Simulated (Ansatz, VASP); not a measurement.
# Ni5P2 (Ni5P2 (P6_3cm)) in two plane-wave programs

One calculation is typed for both programs; each brings its own data sets. How far apart do they land? The structure shown is the start of the Ansatz relaxation below; VASP solves that cell, so the two are compared at the walk's first step.

Method: plane waves, with VASP 6.6.1 beside it; single point at PBEsol, in Ansatz 0.2.0.

### Step 1. Starting point

The cell holds 42 atoms: 30 Ni and 12 P. Cell: a = 6.547 Å, b = 6.547 Å, c = 12.240 Å, α = 90.0°, β = 90.0°, γ = 120.0°.

### Step 2. Ansatz: relaxation, PBEsol

Ansatz runs on its default PAW (the set named soft_2) files.

The two programs are compared at the cell with which this relaxation starts, whose forces are those of its first step.

Contents of input.yaml:

```yaml
crystal:
  lattice:
    - [6.5473933, 0.0, 0.0]
    - [-3.2736967, 5.670209, 0.0]
    - [0.0, 0.0, 12.239601]
  atoms:
    - { symbol: Ni, position: [0.0, 0.0, 0.574533] }
    - { symbol: Ni, position: [0.0, 0.0, 0.074533] }
    - { symbol: Ni, position: [0.66666667, 0.33333333, 0.436871] }
    - { symbol: Ni, position: [0.33333333, 0.66666667, 0.436871] }
    - { symbol: Ni, position: [0.33333333, 0.66666667, 0.936871] }
    - { symbol: Ni, position: [0.66666667, 0.33333333, 0.936871] }
    - { symbol: Ni, position: [0.764899, 0.0, 0.403783] }
    - { symbol: Ni, position: [0.235101, 0.235101, 0.403783] }
    - { symbol: Ni, position: [0.0, 0.764899, 0.403783] }
    - { symbol: Ni, position: [0.235101, 0.0, 0.903783] }
    - { symbol: Ni, position: [0.764899, 0.764899, 0.903783] }
    - { symbol: Ni, position: [0.0, 0.235101, 0.903783] }
    - { symbol: Ni, position: [0.382547, 0.0, 0.305009] }
    - { symbol: Ni, position: [0.617453, 0.617453, 0.305009] }
    - { symbol: Ni, position: [0.0, 0.382547, 0.305009] }
    - { symbol: Ni, position: [0.617453, 0.0, 0.805009] }
    - { symbol: Ni, position: [0.382547, 0.382547, 0.805009] }
    - { symbol: Ni, position: [0.0, 0.617453, 0.805009] }
    - { symbol: Ni, position: [0.69388, 0.0, 0.196035] }
    - { symbol: Ni, position: [0.30612, 0.30612, 0.196035] }
    - { symbol: Ni, position: [0.0, 0.69388, 0.196035] }
    - { symbol: Ni, position: [0.30612, 0.0, 0.696035] }
    - { symbol: Ni, position: [0.69388, 0.69388, 0.696035] }
    - { symbol: Ni, position: [0.0, 0.30612, 0.696035] }
    - { symbol: Ni, position: [0.38494, 0.0, 0.088214] }
    - { symbol: Ni, position: [0.61506, 0.61506, 0.088214] }
    - { symbol: Ni, position: [0.0, 0.38494, 0.088214] }
    - { symbol: Ni, position: [0.61506, 0.0, 0.588214] }
    - { symbol: Ni, position: [0.38494, 0.38494, 0.588214] }
    - { symbol: Ni, position: [0.0, 0.61506, 0.588214] }
    - { symbol: P, position: [0.0, 0.0, 0.268509] }
    - { symbol: P, position: [0.0, 0.0, 0.768509] }
    - { symbol: P, position: [0.66666667, 0.33333333, 0.232047] }
    - { symbol: P, position: [0.33333333, 0.66666667, 0.232047] }
    - { symbol: P, position: [0.33333333, 0.66666667, 0.732047] }
    - { symbol: P, position: [0.66666667, 0.33333333, 0.732047] }
    - { symbol: P, position: [0.324819, 0.0, 0.502324] }
    - { symbol: P, position: [0.675181, 0.675181, 0.502324] }
    - { symbol: P, position: [0.0, 0.324819, 0.502324] }
    - { symbol: P, position: [0.675181, 0.0, 0.002324] }
    - { symbol: P, position: [0.324819, 0.324819, 0.002324] }
    - { symbol: P, position: [0.0, 0.675181, 0.002324] }
basis:
  ecutwfc: 420
  xc_grid: 2
hamiltonian:
  xc: pbesol
kpoints:
  mp_grid: { grid: [7, 7, 4] }
scf:
  occupations: { method: fermi_dirac, width: 0.05 }
  max_iter: 150
output:
  forces: true
  stress: true
relax:
  f_tol: 0.01
  max_steps: 60
  cell: {}
checkpoint:
  write: "../pbesol.run"
  compress: false
  write_wavefunctions: false
  write_every: 100000
```

On the command line:

```bash
$ ansatz run input.yaml --threads 8 --pin off --max-ram 13189MiB --backend cpu --events-out ev --progress --plain --runs-dir out
```

Numbers of over 12 decimals in the logs are rounded to 6 here.

The program printed:

```text
Engine: ansatz 0.2.0, x86_64-unknown-linux-gnu
Pseudopotentials: kind: paw
Pseudopotential: Ni, paw, valence charge 18, recommended cutoff 420 eV (normal), Ni.paw.azcp
Pseudopotential: P, paw, valence charge 5, recommended cutoff 420 eV (normal), P.paw.azcp
Functional definition: PBEsol
  exchange = pbesol_x
  correlation = pbesol_c
Crystal: 42 atoms, lattice volume = 454.396 Å³
Basis set: ecut = 420 eV, 8825 PW (Γ), exchange–correlation on 90×90×180 points (8 copies of the dense FFT grid, shifted against one another)
Bands: 360, of which v1, the nominal top of the filled ones, is band 300 counted from 1 (299 counted from 0)
Symmetry: 12 space group operations
Space group: P63cm (ITA 185), of the structure as read, at distance tolerance 7.7e-5 Å
k-points: 24 of 196 (time reversal used)
Non-local potential: Ni, projectors of the file, l = 0: 3, l = 1: 2, l = 2: 3, l = 3: 1
Non-local potential: P, projectors of the file, l = 0: 2, l = 1: 2, l = 2: 2
PAW form: soft (Blöchl's): semilocal exchange-correlation on the pseudo side does not see the compensation charge
PAW frozen core: Ni, regenerated for the run's functional, and the local potential with it (the file was generated under x = pbe(κ = 0.804, μ = 0.219515), c = pbe(β = 0.066725))
PAW frozen core: P, regenerated for the run's functional, and the local potential with it (the file was generated under x = pbe(κ = 0.804, μ = 0.219515), c = pbe(β = 0.066725))
PAW one-centre angular grid: Ni, 590 points (default); XC on 64 Gauss nodes
PAW one-centre angular grid: P, 110 points (default); XC on 64 Gauss nodes
Initial density: superposition of atomic densities (neutral atoms: chi_scale 0, normalization atom), corrected by the library's trained network
Initial wavefunctions: pseudopotential atomic-orbital guess
Functional: x = pbesol(κ = 0.804, μ = 0.123457), c = pbesol(β = 0.046)
SCF iter   1: F=—  HF=-183052.514820 eV  |F-HF|=—  |Δ(HF+E_count)|=         —  Δρ=2.61e-2  dr2=1.94e0  ethr=1.77e-3  ⟨swp⟩=5.3  Hψ=30591  notcnv=0  defer=181
preconditioner: auto → Kerker (q_TF=auto, 2.858 Å⁻¹)  [metal: Δε(μ)=0.002 eV  Ē_g=7.566 eV  σ=0.050 eV  W_gap=0.01  n_scr=172 (ndim 8)  ℏωp=33.1 eV  f_vac=0.000  D(μ)=16.91/eV (n_scr^D=136)]
SCF iter   2: F=—  HF=-183052.256804 eV  |F-HF|=—  |Δ(HF+E_count)|=   2.58e-1  Δρ=7.49e-3  dr2=2.62e-1  ethr=3.24e-4  ⟨swp⟩=3.0  Hψ=17528  notcnv=0  defer=994
SCF iter   3: F=—  HF=-183052.229583 eV  |F-HF|=—  |Δ(HF+E_count)|=   2.72e-2  Δρ=2.49e-3  dr2=4.84e-2  ethr=4.37e-5  ⟨swp⟩=1.0  Hψ=7646  notcnv=0  defer=994
SCF iter   4: F=—  HF=-183052.222563 eV  |F-HF|=—  |Δ(HF+E_count)|=   7.02e-3  Δρ=6.88e-4  dr2=4.97e-3  ethr=8.07e-6  ⟨swp⟩=2.3  Hψ=11819  notcnv=0  defer=994
SCF iter   5: F=—  HF=-183052.222150 eV  |F-HF|=—  |Δ(HF+E_count)|=   4.13e-4  Δρ=3.84e-4  dr2=6.60e-4  ethr=8.28e-7  ⟨swp⟩=2.1  Hψ=12737  notcnv=0  defer=994
SCF iter   6: F=—  HF=-183052.222054 eV  |F-HF|=—  |Δ(HF+E_count)|=   9.58e-5  Δρ=1.26e-4  dr2=1.10e-4  ethr=1.10e-7  ⟨swp⟩=2.0  Hψ=11322  notcnv=0  defer=994
SCF iter   7: F=—  HF=-183052.222043 eV  |F-HF|=—  |Δ(HF+E_count)|=   1.09e-5  Δρ=2.94e-5  dr2=7.13e-6  ethr=1.83e-8  ⟨swp⟩=1.2  Hψ=7666  notcnv=0  defer=994
SCF iter   8: F=—  HF=-183052.221677 eV  |F-HF|=—  |Δ(HF+E_count)|=   3.66e-4  Δρ=1.35e-5  dr2=1.01e-6  ethr=1.19e-9  ⟨swp⟩=2.0  Hψ=12988  notcnv=0  defer=994
SCF iter   9: F=—  HF=-183052.221677 eV  |F-HF|=—  |Δ(HF+E_count)|=   2.04e-7  Δρ=5.87e-6  dr2=1.37e-7  ethr=1.68e-10  ⟨swp⟩=2.0  Hψ=14551  notcnv=0  defer=994
SCF iter  10: F=-183052.221677 eV  HF=-183052.221677 eV  |F-HF|=2.71e-8  |Δ(HF+E_count)|=   1.55e-8  Δρ=2.70e-6  dr2=2.51e-8  ethr=1.67e-11  ⟨swp⟩=4.0  Hψ=27321  notcnv=0
SCF 1 converged in 10 iterations: F = -183052.221677 eV  dr2 = 2.51e-8
  greatest PAW one-centre occupation: 1.001 electrons in one spin orbital (limit 2), on the Ni atom at site 26 (counted from 0), in its partial waves of l = 1
relax step   1: F+E_penalty+E_count = -183052.22167667 eV  Δ(F+E_penalty+E_count) = +0.000e0 eV  max|allowed force component| = 1.313e-1 eV/Å  Δτ_max = 0.0000 Å  P = -6.311 GPa  Ω = 454.396 Å³  (10 SCF iters, dr2 threshold 1.00e-7 eV, accepted)
Crystal: 42 atoms, lattice volume = 447.285 Å³
Basis set: ecut = 420 eV, 8693 PW (Γ), exchange–correlation on 90×90×180 points (8 copies of the dense FFT grid, shifted against one another)
Initial density: handed on by an earlier stage of this run
Initial wavefunctions: those handed on with the density
iter 1 solved again at ethr=2.68e-6 eV; its pass at ethr=3.10e-3 eV (dr2=1.61e-2 eV) is discarded
SCF iter   1: F=—  HF=-183052.438230 eV  |F-HF|=—  |Δ(HF+E_count)|=         —  Δρ=2.18e-3  dr2=1.50e-2  ethr=2.68e-6  ⟨swp⟩=2.0  Hψ=42580  notcnv=0
preconditioner: auto → Kerker (q_TF=auto, 2.865 Å⁻¹)  [metal: Δε(μ)=0.015 eV  Ē_g=7.702 eV  σ=0.050 eV  W_gap=0.07  n_scr=172 (ndim 8)  ℏωp=33.3 eV  f_vac=0.000  D(μ)=16.91/eV (n_scr^D=136)]
[...]
SCF iter   5: F=—  HF=-183052.501077 eV  |F-HF|=—  |Δ(HF+E_count)|=   4.69e-9  Δρ=1.05e-6  dr2=2.03e-9  ethr=4.57e-12  ⟨swp⟩=2.0  Hψ=10394  notcnv=0
SCF iter   6: F=-183052.501077 eV  HF=-183052.501077 eV  |F-HF|=1.16e-10  |Δ(HF+E_count)|=  2.04e-10  Δρ=1.90e-7  dr2=1.17e-10  ethr=1.00e-12  ⟨swp⟩=4.3  Hψ=30450  notcnv=0
[...]
SCF converged after 6 iterations
Free energy (F): -183052.501077 eV
Harris-Foulkes:  -183052.501077 eV  (|F-HF|=1.16e-10)
Internal energy: -183052.360820 eV  (E = F + TS)
E sigma→0 (E₀):  -183052.430949 eV
Entropy (-TS):   -0.140257 eV (-3.339 meV/atom)
Fermi energy:    18.432489 eV
--- Per-component energies (eV) ---
  E_band       = -7917.307359
  E_kinetic    = 9482.095152
  E_local      = -114406.111319  (includes V_loc(G=0)·N_el)
  E_nonlocal   = 19578.094206
  E_hartree    = 48729.406703
  E_xc         = -3319.609396
  E_vxc        = -4079.162223  (∫ρ·V_xc dr)
  E_paw        = -54581.595862  (= ΣΔE_a)
  E_vpaw       = -15951.053320  (= ΣTr[D̂ρ^β])
  E_aug_tail   = 0.014563  (compensation charges beyond the density's cutoff)
  E_ewald      = -88541.126686
  E_core_change = 6.471818  (= ΣΔE_core)
  E_smearing   = -0.140257  (= −TS)
  E_closure    = 0.000000  (closes the sum)
  Σ components = -183052.501077   (vs F -183052.501077, Δ=0.00e0)
--- Forces (eV/Å), atoms counted from 1 ---
  atom   1  Ni     0.00000000    -0.00000000    -0.00222964
  atom   2  Ni    -0.00000000    -0.00000000    -0.00222964
  atom   3  Ni     0.00000000    -0.00000000    -0.00030039
  atom   4  Ni     0.00000000     0.00000000    -0.00030039
  atom   5  Ni    -0.00000000     0.00000000    -0.00030039
  atom   6  Ni    -0.00000000     0.00000000    -0.00030039
  atom   7  Ni     0.00114939     0.00000000     0.00066580
  atom   8  Ni    -0.00057469    -0.00099540     0.00066580
  atom   9  Ni    -0.00057469     0.00099540     0.00066580
  atom  10  Ni    -0.00114939    -0.00000000     0.00066580
  atom  11  Ni     0.00057469     0.00099540     0.00066580
  atom  12  Ni     0.00057469    -0.00099540     0.00066580
  atom  13  Ni    -0.00007804    -0.00000000     0.00131925
  atom  14  Ni     0.00003902     0.00006758     0.00131925
  atom  15  Ni     0.00003902    -0.00006758     0.00131925
  atom  16  Ni     0.00007804     0.00000000     0.00131925
  atom  17  Ni    -0.00003902    -0.00006758     0.00131925
  atom  18  Ni    -0.00003902     0.00006758     0.00131925
  atom  19  Ni     0.00032922     0.00000000     0.00130329
  atom  20  Ni    -0.00016461    -0.00028511     0.00130329
  atom  21  Ni    -0.00016461     0.00028511     0.00130329
  atom  22  Ni    -0.00032922    -0.00000000     0.00130329
  atom  23  Ni     0.00016461     0.00028511     0.00130329
  atom  24  Ni     0.00016461    -0.00028511     0.00130329
[...]
atom  35  P      0.00000000    -0.00000000    -0.00175696
  atom  36  P     -0.00000000     0.00000000    -0.00175696
  atom  37  P     -0.00031928    -0.00000000    -0.00011799
  atom  38  P      0.00015964     0.00027650    -0.00011799
  atom  39  P      0.00015964    -0.00027650    -0.00011799
  atom  40  P      0.00031928     0.00000000    -0.00011799
  atom  41  P     -0.00015964    -0.00027650    -0.00011799
  atom  42  P     -0.00015964     0.00027650    -0.00011799
  max |Σ_I F_I| component: 2.17e-6 eV/Å
--- Stress (GPa, compression-positive) ---
        0.006868       0.000000       0.000000
       -0.000000       0.006868      -0.000000
        0.000000      -0.000000       0.002054
  P = ⅓ Tr σ = 0.0053 GPa (0.053 kbar)
--- Relaxed structure (5 steps of the walk, 5 accepted, 1 SCFs on fresh bases) ---
  F+E_penalty+E_count = -183052.50107722 eV   max|allowed force component| = 2.230e-3 eV/Å   (the final SCF, on the basis selected at the relaxed cell)
  cell:  # Å, volume = 441.2064 Å³
    - [6.496700, 2.8644007748216903e-8, 1.2447319620458854e-17]
    - [-3.248350, 5.626308, -5.465738150984757e-18]
    - [2.3268836566984283e-17, 1.636034816417854e-18, 12.070505]
  atoms:
    - { symbol: Ni, position: [0, 0, 0.574842] }
    - { symbol: Ni, position: [0, 0, 0.074842] }
    - { symbol: Ni, position: [0.666667, 0.333333, 0.438345] }
    - { symbol: Ni, position: [0.333333, 0.666667, 0.438345] }
    - { symbol: Ni, position: [0.333333, 0.666667, 0.938345] }
    - { symbol: Ni, position: [0.666667, 0.333333, 0.938345] }
    - { symbol: Ni, position: [0.764605, 0, 0.402872] }
    - { symbol: Ni, position: [0.235395, 0.235395, 0.402872] }
    - { symbol: Ni, position: [5.4009636277431885e-17, 0.764605, 0.402872] }
    - { symbol: Ni, position: [0.235395, 0, 0.902872] }
    - { symbol: Ni, position: [0.764605, 0.764605, 0.902872] }
    - { symbol: Ni, position: [2.4390545336917714e-17, 0.235395, 0.902872] }
    - { symbol: Ni, position: [0.383256, 0, 0.305709] }
    - { symbol: Ni, position: [0.616744, 0.616744, 0.305709] }
    - { symbol: Ni, position: [-1.139385183187715e-18, 0.383256, 0.305709] }
    - { symbol: Ni, position: [0.616744, 0, 0.805709] }
    - { symbol: Ni, position: [0.383256, 0.383256, 0.805709] }
    - { symbol: Ni, position: [-3.0029005080729758e-18, 0.616744, 0.805709] }
    - { symbol: Ni, position: [0.692423, 0, 0.195393] }
    - { symbol: Ni, position: [0.307577, 0.307577, 0.195393] }
    - { symbol: Ni, position: [-7.282354619223693e-19, 0.692423, 0.195393] }
    - { symbol: Ni, position: [0.307577, 0, 0.695393] }
    - { symbol: Ni, position: [0.692423, 0.692423, 0.695393] }
    - { symbol: Ni, position: [-2.5917507868076294e-18, 0.307577, 0.695393] }
    - { symbol: Ni, position: [0.382748, 0, 0.087928] }
    - { symbol: Ni, position: [0.617252, 0.617252, 0.087928] }
    - { symbol: Ni, position: [-2.80832846149346e-17, 0.382748, 0.087928] }
    - { symbol: Ni, position: [0.617252, 1.0269265300774387e-19, 0.587928] }
    - { symbol: Ni, position: [0.382748, 0.382748, 0.587928] }
    - { symbol: Ni, position: [5.331992690706688e-17, 0.617252, 0.587928] }
    - { symbol: P, position: [2.4928259248146435e-19, 0, 0.267119] }
    - { symbol: P, position: [2.4928259248146378e-19, 0, 0.767119] }
    - { symbol: P, position: [0.666667, 0.333333, 0.232973] }
    - { symbol: P, position: [0.333333, 0.666667, 0.232973] }
    - { symbol: P, position: [0.333333, 0.666667, 0.732973] }
    - { symbol: P, position: [0.666667, 0.333333, 0.732973] }
    - { symbol: P, position: [0.325592, 0, 0.502224] }
    - { symbol: P, position: [0.674408, 0.674408, 0.502224] }
    - { symbol: P, position: [-2.9627381377247865e-17, 0.325592, 0.502224] }
    - { symbol: P, position: [0.674408, 0, 0.00222441] }
    - { symbol: P, position: [0.325592, 0.325592, 0.00222441] }
    - { symbol: P, position: [-5.551944166799151e-17, 0.674408, 0.00222441] }
```

The column dr2 measures how far the density is from self-consistency, as an energy; F and HF (Harris–Foulkes) agree once it is small.

[end of part 1 of 2]

[Lines on the potential files, build, host, timing and source positions are cut from VASP's logs without a mark.]

[Logs are printed without paths, hosts, clocks, repeated set-up lines and the standing remarks that a program may print on its own settings, such as how far it seeks lower states.]

[Hosts, paths, dates, database ids (printed as entryN), source tags and the programs' standing remarks are cut or masked in the printed files.]
